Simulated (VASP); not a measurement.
**A VASP study of MnAl2O4 (r2SCAN): structure first, properties next**

How well does r2SCAN reproduce what experiment finds for MnAl2O4? The cell is relaxed first, and properties follow on it. The steps: full relaxation (r2SCAN), single point with fields (r2SCAN), band structure (r2SCAN), total and projected DOS (r2SCAN), field gradients at the nuclei (r2SCAN) and independent-particle dielectric function (r2SCAN). The start is a computed cell from the Materials Project.

Program: VASP 6.6.1. Level of theory: r2SCAN, spin-polarised from a ferromagnetic start; plane waves and PAW (Mn_pv, Al, O). Results are calculated unless marked as measured.

**What experiment says.**

“Approaching the Ground State of Frustrated A-site Spinels: A Combined Magnetization and Polarized Neutron Scattering Study” (2014, arxiv:1405.4694) reports for MnAl2O4, cubic normal spinel, by powder X-ray diffraction, Rietveld (solid-state synthesis, slowly cooled, inversion about 0.014, 300 K): lattice constant a (cubic a) 8.20979 ± 4e-05 Å [room temperature; slight cation inversion x = 0.014(4); text gives a larger uncertainty …].

### 1. Starting point

Before any relaxation, the start is as follows. Symmetry: Fd-3m, No. 227, cubic system. Conventional cell: a = 8.187 Å, b = 8.187 Å, c = 8.187 Å, α = 90.00°, β = 90.00°, γ = 90.00°. Nearest to Mn lie 4 O at 2.00 Å. Nearest to Al lie 6 O at 1.92 Å. Nearest to O lie 3 Al at 1.92 Å and 1 Mn at 2.00 Å. Farther neighbours and most contacts between anions are not listed.

Structure file:

```cif
data_structure
_symmetry_space_group_name_H-M 'Fd-3m:1'
_symmetry_Int_Tables_number 227
_cell_length_a 8.1866
_cell_length_b 8.1866
_cell_length_c 8.1866
_cell_angle_alpha 90.000
_cell_angle_beta 90.000
_cell_angle_gamma 90.000
_cell_volume 548.68
loop_
_atom_site_label
_atom_site_type_symbol
_atom_site_symmetry_multiplicity
_atom_site_Wyckoff_symbol
_atom_site_fract_x
_atom_site_fract_y
_atom_site_fract_z
_atom_site_occupancy
Mn1 Mn 8 a 0.25000 0.25000 0.25000 1
Al1 Al 16 d 0.37500 0.87500 0.12500 1
O1 O 32 e 0.39138 0.39138 0.39138 1
```

### 2. Full relaxation (r2SCAN)

Properties are meant for the cell that this level of theory prefers, so cell and atoms are relaxed first (ISIF = 3) until forces and stress are small; EDIFFG sets the threshold. r2SCAN adds the kinetic-energy density, costs more than a GGA and is run with LASPH.

Input file INCAR:

```
SYSTEM = MnAl2O4
PREC = Accurate
ENCUT = 520
EDIFF = 1E-06
NELM = 100
ISMEAR = 0
SIGMA = 0.05
LREAL = .FALSE.
ALGO = Normal
METAGGA = R2SCAN
LASPH = .TRUE.
NBANDS = 69
ISPIN = 2
MAGMOM = 4 4 0 0 0 0 0 0 0 0 0 0 0 0
LMAXMIX = 4
LORBIT = 11
LWAVE = .FALSE.
LCHARG = .FALSE.
KPAR = 8
IBRION = 2
NSW = 60
ISIF = 3
EDIFFG = -0.01
```

Input file POSCAR:

```
MnAl2O4
1.0
    0.0000000000      4.0933241557      4.0933241557
    4.0933241557      0.0000000000      4.0933241557
    4.0933241557      4.0933241557      0.0000000000
Mn Al O
2 4 8
Direct
    0.7500000000      0.7500000000      0.7500000000
    0.5000000000      0.5000000000      0.5000000000
    0.1250000000      0.1250000000      0.6250000000
    0.6250000000      0.1250000000      0.1250000000
    0.1250000000      0.1250000000      0.1250000000
    0.1250000000      0.6250000000      0.1250000000
    0.8913810200      0.8913810200      0.8913810200
    0.3586189800      0.9241430600      0.3586189800
    0.3258569400      0.8913810200      0.8913810200
    0.8913810200      0.8913810200      0.3258569400
    0.3586189800      0.3586189800      0.3586189800
    0.8913810200      0.3258569400      0.8913810200
    0.3586189800      0.3586189800      0.9241430600
    0.9241430600      0.3586189800      0.3586189800
```

Input file KPOINTS:

```
Automatic mesh
0
Gamma
4 4 4
0 0 0
```

PAW data sets: Mn_pv, Al and O (PBE family, release 64).

The run is started by

```
> mpirun -np 8 vasp_std
```

The program printed:

```text
[banner, memory and clock lines left out]
running    8 mpi-ranks, on    1 nodes
 distrk:  each k-point on    1 cores,    8 groups
 distr:  one band on    1 cores,    1 groups

 POSCAR found type information on POSCAR MnAlO
 POSCAR found :  3 types and      14 ions
|                                                                             |
|           W    W    AA    RRRRR   N    N  II  N    N   GGGG   !!!           |
|           W    W   A  A   R    R  NN   N  II  NN   N  G    G  !!!           |
|           W    W  A    A  R    R  N N  N  II  N N  N  G       !!!           |
|           W WW W  AAAAAA  RRRRR   N  N N  II  N  N N  G  GGG   !            |
|           WW  WW  A    A  R   R   N   NN  II  N   NN  G    G                |
|           W    W  A    A  R    R  N    N  II  N    N   GGGG   !!!           |
|                                                                             |
|     For optimal performance we recommend to set                             |
|       NCORE = 2 up to number-of-cores-per-socket                            |
|     NCORE specifies how many cores store one orbital (NPAR=cpu/NCORE).      |
|     This setting can greatly improve the performance of VASP for DFT.       |
|     The default, NCORE=1 might be grossly inefficient on modern             |
|     multi-core architectures or massively parallel machines. Do your        |
|     Unfortunately you need to use the default for GW and RPA                |
|     calculations (for HF NCORE is supported but not extensively tested      |
|     yet).                                                                   |
|                                                                             |

|                                                                             |
|               ----> ADVICE to this user running VASP <----                  |
|                                                                             |
|     You enforced a specific xc type in the INCAR file but a different       |
|     [... a line on the potential file left out ...]
|     I HOPE YOU KNOW WHAT YOU ARE DOING!                                     |
|                                                                             |

 LDA part: xc-table for (None), standard interpolation
 POSCAR, INCAR and KPOINTS ok, starting setup
 FFT: planning ... GRIDC
 FFT: planning ... GRID_SOFT
 FFT: planning ... GRID
 WAVECAR not read
 entering main loop
       N       E                     dE             d eps       ncg     rms          rms(c)
DAV:   1     0.820417389741E+03    0.82042E+03   -0.43883E+04  2232   0.135E+03
DAV:   2    -0.920776789147E+02   -0.91250E+03   -0.84758E+03  2293   0.388E+02
DAV:   3    -0.180844015669E+03   -0.88766E+02   -0.86864E+02  2549   0.133E+02
DAV:   4    -0.182750470764E+03   -0.19065E+01   -0.18939E+01  2640   0.204E+01
DAV:   5    -0.182777627684E+03   -0.27157E-01   -0.27136E-01  2680   0.248E+00    0.286E+01
DAV:   6    -0.145024039462E+03    0.37754E+02   -0.53313E+01  2813   0.426E+01    0.301E+01
DAV:   7    -0.145684322874E+03   -0.66028E+00   -0.83165E+00  2481   0.179E+01    0.185E+01
DAV:   8    -0.145772241302E+03   -0.87918E-01   -0.61293E-01  2561   0.519E+00    0.865E+00
DAV:   9    -0.145800136471E+03   -0.27895E-01   -0.29602E-01  2491   0.281E+00    0.155E+00
DAV:  10    -0.145820412044E+03   -0.20276E-01   -0.75910E-02  2539   0.192E+00    0.103E+00
DAV:  11    -0.145824550640E+03   -0.41386E-02   -0.85599E-03  2398   0.656E-01    0.240E-01
DAV:  12    -0.145825279531E+03   -0.72889E-03   -0.11167E-03  2603   0.252E-01    0.113E-01
DAV:  13    -0.145825378983E+03   -0.99453E-04   -0.28205E-04  2486   0.863E-02    0.590E-02
DAV:  14    -0.145825423941E+03   -0.44957E-04   -0.42737E-05  2627   0.446E-02    0.187E-02
DAV:  15    -0.145825416115E+03    0.78254E-05   -0.67221E-06  2395   0.144E-02    0.122E-02
DAV:  16    -0.145825423110E+03   -0.69949E-05   -0.18291E-06  1896   0.942E-03    0.337E-03
DAV:  17    -0.145825419609E+03    0.35015E-05   -0.27529E-07  1339   0.285E-03    0.737E-04
DAV:  18    -0.145825419202E+03    0.40609E-06   -0.31865E-08  1339   0.999E-04
   1 F= -.14582542E+03 E0= -.14582542E+03  d E =-.145825E+03  mag=    10.0000
 curvature:   0.00 expect dE= 0.000E+00 dE for cont linesearch  0.000E+00
 trial: gam= 0.00000 g(F)=  0.259E-10 g(S)=  0.307E-02 ort = 0.000E+00 (trialstep = 0.100E+01)
 search vector abs. value=  0.307E-02
 bond charge predicted
       N       E                     dE             d eps       ncg     rms          rms(c)
DAV:   1    -0.145848986462E+03   -0.23567E-01   -0.41528E-01  2565   0.402E+00    0.138E+00
DAV:   2    -0.145825760088E+03    0.23226E-01   -0.51165E-02  2548   0.151E+00    0.104E+00
DAV:   3    -0.145825540872E+03    0.21922E-03   -0.53915E-03  2450   0.379E-01    0.319E-01
DAV:   4    -0.145825295318E+03    0.24555E-03   -0.21685E-04  2516   0.741E-02    0.206E-01
DAV:   5    -0.145825292970E+03    0.23480E-05   -0.15595E-04  2519   0.674E-02    0.421E-02
DAV:   6    -0.145825267875E+03    0.25095E-04   -0.54980E-05  2518   0.500E-02    0.202E-02
DAV:   7    -0.145825271837E+03   -0.39618E-05   -0.39870E-06  2284   0.112E-02    0.586E-03
DAV:   8    -0.145825273937E+03   -0.20997E-05   -0.45087E-07  1449   0.348E-03    0.280E-03
DAV:   9    -0.145825276826E+03   -0.28897E-05   -0.13191E-07  1304   0.186E-03    0.976E-04
DAV:  10    -0.145825277015E+03   -0.18905E-06   -0.36378E-08  1289   0.105E-03
   2 F= -.14582528E+03 E0= -.14582528E+03  d E =0.142187E-03  mag=    10.0000
[...]
3 F= -.14582606E+03 E0= -.14582606E+03  d E =-.644497E-03  mag=    10.0000
[...]
4 F= -.14582605E+03 E0= -.14582605E+03  d E =-.634092E-03  mag=    10.0000
 curvature:  -0.27 expect dE=-0.167E-04 dE for cont linesearch -0.988E-09
 trial: gam= 0.01903 g(F)=  0.618E-04 g(S)=  0.374E-08 ort = 0.335E-05 (trialstep = 0.907E+00)
 search vector abs. value=  0.631E-04
 bond charge predicted
       N       E                     dE             d eps       ncg     rms          rms(c)
DAV:   1    -0.145826068670E+03   -0.15430E-04   -0.14049E-02  2234   0.470E-01    0.437E-02
DAV:   2    -0.145826075668E+03   -0.69982E-05   -0.31474E-04  2630   0.741E-02    0.270E-02
DAV:   3    -0.145826055915E+03    0.19753E-04   -0.11742E-05  2529   0.193E-02    0.212E-02
DAV:   4    -0.145826050782E+03    0.51333E-05   -0.14633E-06  1758   0.566E-03    0.110E-02
DAV:   5    -0.145826052157E+03   -0.13753E-05   -0.54806E-07  1372   0.426E-03    0.286E-03
DAV:   6    -0.145826052067E+03    0.90458E-07   -0.16777E-07  1249   0.238E-03
   5 F= -.14582605E+03 E0= -.14582605E+03  d E =0.122779E-05  mag=    10.0000
 trial-energy change:    0.000001  1 .order   -0.000013   -0.000056    0.000030
 step:   0.3735(harm=  0.5890)  dis= 0.00013  next Energy=  -145.826064 (dE=-0.106E-04)
 reached required accuracy - stopping structural energy minimisation
```

It took 4.2 min on 8 MPI ranks of AMD EPYC 9R45, shared host; peak memory 4.2 GiB.

Lines that name or quote the potential files are left out of all logs, and their timing lines are given in words.

OUTCAR, selected parts (step 2):

```text
ion  position               nearest neighbor table
   1  0.750  0.750  0.750-   7 2.00   9 2.00  10 2.00  12 2.00
   2  0.500  0.500  0.500-  11 2.00   8 2.00  13 2.00  14 2.00
   3  0.125  0.125  0.625-   8 1.92   9 1.92  12 1.92  14 1.92   7 1.92  11 1.92   5 2.89   4 2.89
                             5 2.89   6 2.89   6 2.89   4 2.89
   4  0.625  0.125  0.125-   8 1.92  10 1.92  12 1.92  13 1.92   7 1.92  11 1.92   5 2.89   3 2.89
                             6 2.89   3 2.89   5 2.89   6 2.89
   5  0.125  0.125  0.125-   8 1.92   9 1.92  10 1.92  12 1.92  13 1.92  14 1.92   3 2.89   4 2.89
                             6 2.89   3 2.89   6 2.89   4 2.89
   6  0.125  0.625  0.125-   9 1.92  10 1.92  13 1.92  14 1.92   7 1.92  11 1.92   5 2.89   3 2.89
                             3 2.89   4 2.89   5 2.89   4 2.89
   7  0.891  0.891  0.891-   3 1.92   4 1.92   6 1.92   1 2.00
   8  0.359  0.924  0.359-   3 1.92   4 1.92   5 1.92   2 2.00
   9  0.326  0.891  0.891-   3 1.92   6 1.92   5 1.92   1 2.00
  10  0.891  0.891  0.326-   4 1.92   6 1.92   5 1.92   1 2.00
  11  0.359  0.359  0.359-   3 1.92   4 1.92   6 1.92   2 2.00
  12  0.891  0.326  0.891-   3 1.92   4 1.92   5 1.92   1 2.00
  13  0.359  0.359  0.924-   4 1.92   6 1.92   5 1.92   2 2.00
  14  0.924  0.359  0.359-   3 1.92   6 1.92   5 1.92   2 2.00

  LATTYP: Found a face centered cubic cell.
 ALAT       =     8.1866483114

 Subroutine GETGRP returns: Found 48 space group operations
 (whereof 24 operations were pure point group operations)

The static configuration has the point symmetry T_d .
 The point group associated with its full space group is O_h .

 Found      8 irreducible k-points:

   k-points           NKPTS =      8   k-points in BZ     NKDIM =      8   number of bands    NBANDS=     69

   dimension x,y,z NGX =    48 NGY =   48 NGZ =   48
   dimension x,y,z NGXF=    96 NGYF=   96 NGZF=   96

   ENCUT  =  520.0 eV  38.22 Ry    6.18 a.u.  10.76 10.76 10.76*2*pi/ulx,y,z

   NELECT =      86.0000    total number of electrons

 k-points in reciprocal lattice and weights: Automatic mesh
   0.00000000  0.00000000  0.00000000       0.016
   0.25000000  0.00000000  0.00000000       0.125
   0.50000000  0.00000000  0.00000000       0.062
   0.25000000  0.25000000  0.00000000       0.094
   0.50000000  0.25000000  0.00000000       0.375
  -0.25000000  0.25000000  0.00000000       0.188
   0.50000000  0.50000000  0.00000000       0.047
  -0.25000000  0.50000000  0.25000000       0.094

 average (electrostatic) potential at core
       1 -71.8394       2 -71.8394       3 -75.7408       4 -75.7408       5 -75.7408
       6 -75.7408       7 -72.0487       8 -72.0487       9 -72.0487      10 -72.0487
      11 -72.0487      12 -72.0487      13 -72.0487      14 -72.0487

 E-fermi :   7.1842

 spin component 1
 k-point     1 :       0.0000    0.0000    0.0000
  band No.  band energies     occupation
    ...
     44       6.2344      1.00000
     45       6.2344      1.00000
     46       6.8690      1.00000
     47       6.8691      1.00000
     48       6.8691      1.00000
     49       9.3915      0.00000
     50      13.7652      0.00000
     51      13.7652      0.00000
     52      13.7652      0.00000
     53      13.7898      0.00000
    ...

 k-point     2 :       0.2500    0.0000    0.0000
  band No.  band energies     occupation
    ...
     44       6.2629      1.00000
     45       6.2629      1.00000
     46       6.3824      1.00000
     47       6.7876      1.00000
     48       6.7876      1.00000
     49      10.2950      0.00000
     50      13.0233      0.00000
     51      14.0475      0.00000
     52      14.0592      0.00000
     53      14.0593      0.00000
    ...

 k-point     3 :       0.5000    0.0000    0.0000
  band No.  band energies     occupation
    ...
     44       5.8508      1.00000
     45       6.2819      1.00000
     46       6.2819      1.00000
     47       6.6914      1.00000
     48       6.6914      1.00000
     49      11.6571      0.00000
     50      12.1101      0.00000
     51      14.0947      0.00000
     52      14.5840      0.00000
     53      14.5840      0.00000
    ...

 k-point     4 :       0.2500    0.2500    0.0000
  band No.  band energies     occupation
    ...
     44       6.2506      1.00000
     45       6.2507      1.00000
     46       6.4202      1.00000
     47       6.6648      1.00000
     48       6.6648      1.00000
     49      10.5669      0.00000
     50      13.4956      0.00000
     51      13.9119      0.00000
     52      13.9119      0.00000
     53      13.9812      0.00000
    ...

 k-point     5 :       0.5000    0.2500    0.0000
  band No.  band energies     occupation
    ...
     44       5.8553      1.00000
     45       6.2128      1.00000
     46       6.2744      1.00000
     47       6.4630      1.00000
     48       6.6372      1.00000
     49      11.8062      0.00000
     50      12.8385      0.00000
     51      13.7273      0.00000
     52      14.5077      0.00000
     53      15.0446      0.00000
    ...

 k-point     6 :      -0.2500    0.2500    0.0000
  band No.  band energies     occupation
    ...
     44       5.9606      1.00000
     45       6.2416      1.00000
     46       6.3401      1.00000
     47       6.3876      1.00000
     48       6.7628      1.00000
     49      11.3581      0.00000
     50      13.1063      0.00000
     51      13.3371      0.00000
     52      14.6216      0.00000
     53      14.9949      0.00000
    ...

  Total       -0.0018354     -0.0018354     -0.0018354      0.0000000     -0.0000000     -0.0000000
  in kB       -0.0213717     -0.0213717     -0.0213717      0.0000000     -0.0000000     -0.0000000
  external PRESSURE =      -0.0213717 kB  Pullay stress =       0.0000000 kB

  energy-cutoff  :      520.00
  volume of cell :      137.60
      direct lattice vectors                 reciprocal lattice vectors
     0.000000000  4.097583790  4.097583790    -0.122023130  0.122023130  0.122023130
     4.097583790 -0.000000000  4.097583790     0.122023130 -0.122023130  0.122023130
     4.097583790  4.097583790 -0.000000000     0.122023130  0.122023130 -0.122023130

 POSITION                                       TOTAL-FORCE (eV/Angst)
 -----------------------------------------------------------------------------------
      6.14638      6.14638      6.14638        -0.000000      0.000000      0.000000
      4.09758      4.09758      4.09758        -0.000000      0.000000      0.000000
      3.07319      3.07319      1.02440        -0.000000      0.000000      0.000000
      1.02440      3.07319      3.07319        -0.000000      0.000000      0.000000
      1.02440      1.02440      1.02440        -0.000000      0.000000      0.000000
      3.07319      1.02440      3.07319        -0.000000      0.000000      0.000000
      7.30534      7.30534      7.30534        -0.003927     -0.003927     -0.003927
      5.25654      2.93862      5.25654        -0.003927      0.003927     -0.003927
      7.30534      4.98741      4.98741        -0.003927      0.003927      0.003927
      4.98741      4.98741      7.30534         0.003927      0.003927     -0.003927
      2.93862      2.93862      2.93862         0.003927      0.003927      0.003927
      4.98741      7.30534      4.98741         0.003927     -0.003927      0.003927
      5.25654      5.25654      2.93862        -0.003927     -0.003927      0.003927
      2.93862      5.25654      5.25654         0.003927     -0.003927     -0.003927
 -----------------------------------------------------------------------------------
    total drift:                               -0.000000     -0.000000      0.000000

  FREE ENERGIE OF THE ION-ELECTRON SYSTEM (eV)
  ---------------------------------------------------
  free  energy   TOTEN  =      -145.8260520666 eV

  energy  without entropy=     -145.8260520666  energy(sigma->0) =     -145.82605207

 reached required accuracy - stopping structural energy minimisation

 total charge
# of ion       s       p       d       tot
------------------------------------------
    1        0.253   6.246   4.972  11.471
    2        0.253   6.246   4.972  11.471
    3        0.300   0.389   0.000   0.688
    4        0.300   0.389   0.000   0.688
    5        0.300   0.389   0.000   0.688
    6        0.300   0.389   0.000   0.688
    7        1.553   3.627   0.000   5.180
    8        1.553   3.627   0.000   5.180
    9        1.553   3.627   0.000   5.180
   10        1.553   3.627   0.000   5.180
   11        1.553   3.627   0.000   5.180
   12        1.553   3.627   0.000   5.180
   13        1.553   3.627   0.000   5.180
   14        1.553   3.627   0.000   5.180
--------------------------------------------------
tot         14.131  43.062   9.943  67.136

 magnetization (x)
# of ion       s       p       d       tot
------------------------------------------
    1        0.022   0.062   4.376   4.460
    2        0.022   0.062   4.376   4.460
    3        0.004   0.004   0.000   0.009
    4        0.004   0.004   0.000   0.009
    5        0.004   0.004   0.000   0.009
    6        0.004   0.004   0.000   0.009
    7        0.004   0.042   0.000   0.046
    8        0.004   0.042   0.000   0.046
    9        0.004   0.042   0.000   0.046
   10        0.004   0.042   0.000   0.046
   11        0.004   0.042   0.000   0.046
   12        0.004   0.042   0.000   0.046
   13        0.004   0.042   0.000   0.046
   14        0.004   0.042   0.000   0.046
--------------------------------------------------
tot          0.092   0.482   8.753   9.327

[... 6 further parts left out ...]
```

The magnetic state follows from one typed start and may not be the lowest. Experiment finds antiferromagnetic order in this phase (below 40 K, arxiv:1405.4694), so this ferromagnetic run describes another state. The gap is read on the k-mesh alone, so it is an upper bound where the band edges lie off the mesh. The PAW data sets were made with PBE, which is usual practice but a small mismatch for other functionals. The run keeps the 48 symmetry operations of its start, so it cannot find a distortion of lower symmetry.

[end of part 1 of 6]

[Lines on the potential files, build, host, timing and source positions are cut from VASP's logs without a mark.]

[Logs are printed without paths, hosts, clocks, repeated set-up lines and the standing remarks that a program may print on its own settings, such as how far it seeks lower states.]

[Hosts, paths, dates, database ids (printed as entryN), source tags and the programs' standing remarks are cut or masked in the printed files.]

[A measured line is paired with the nearest computed mode of its activity, which favours agreement.]
